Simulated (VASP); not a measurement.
Computed with PBE GGA with spin-orbit coupling, VASP's PBE PAW potentials (set 64) (plane waves; VASP).

A VASP calculation is set up with these files.

### KPOINTS
```
K-points
0
Gamma
 7 7 5
```

### INCAR
```
! general
SYSTEM       =BaCa
PREC         =Accurate
ENCUT        =300
LREAL        =.FALSE.
LASPH        =.TRUE.

! electronic loop
EDIFF        =1E-6
NELM         =100
ALGO         =Normal
LMAXMIX      =4

! smearing
ISMEAR       =0
SIGMA        =0.136

! functional
GGA          =PE
GGA_COMPAT   =.FALSE.

! spin
MAGMOM       =6*0.0
LSORBIT      =.TRUE.
LNONCOLLINEAR=.TRUE.

! ions
ISIF         =2

! output
LWAVE        =.FALSE.
LCHARG       =.FALSE.
LORBIT       =11
```

POSCAR:
```
BaCa
1.0
  4.0771260000   0.0000000000   0.0000000000
  0.0000000000   4.0771260000   0.0000000000
  0.0000000000   0.0000000000   5.3439470000
Ca Ba
1 1
Cartesian
  2.0385630000   2.0385630000   2.6719735000
  0.0000000000   0.0000000000   0.0000000000
```

POTCAR, in this order: Ca_sv Ba_sv (PBE.64 set). Program: vasp_ncl.

At this cut-off the stress carries a Pulay error, which pulls relaxed volumes low.

Problem. Predict the energy per atom (σ→0), pressure, band gap (on the k-mesh).

Solution. 
energy per atom (σ→0): -1.919 eV/atom
band gap (on the k-mesh): none (metal, semimetal or under 0.01 eV)
pressure: 2.61 GPa

### OSZICAR
```
...
DAV:   6    -0.386370538411E+01    0.31025E-01   -0.49706E-02  2220   0.122E+00    0.185E+00
DAV:   7    -0.385486159581E+01    0.88438E-02   -0.43652E-02  2420   0.131E+00    0.259E-01
DAV:   8    -0.385452542616E+01    0.33617E-03   -0.22863E-03  2308   0.218E-01    0.147E-01
DAV:   9    -0.385451196902E+01    0.13457E-04   -0.69928E-04  2280   0.117E-01    0.293E-02
DAV:  10    -0.385452085478E+01   -0.88858E-05   -0.57432E-05  2368   0.357E-02    0.190E-02
DAV:  11    -0.385453439845E+01   -0.13544E-04   -0.14478E-05  2200   0.248E-02    0.488E-03
DAV:  12    -0.385453443593E+01   -0.37485E-07   -0.15476E-06  1556   0.947E-03
   1 F= -.38545344E+01 E0= -.38383727E+01  d E =-.323235E-01  mag=     0.0000     0.0000    -0.0000
```

The structure was generated: BaCa was put into an ordered model structure, which need not be its known phase. The cell was not relaxed at this level. The run is one of a series of settings (GGA_COMPAT = .FALSE., LNONCOLLINEAR = .TRUE., LSORBIT = .TRUE., MAGMOM = 0.0 0.0 0.0 0.0 0.0 0.0, program vasp_ncl against the base run), some of them coarse on purpose.
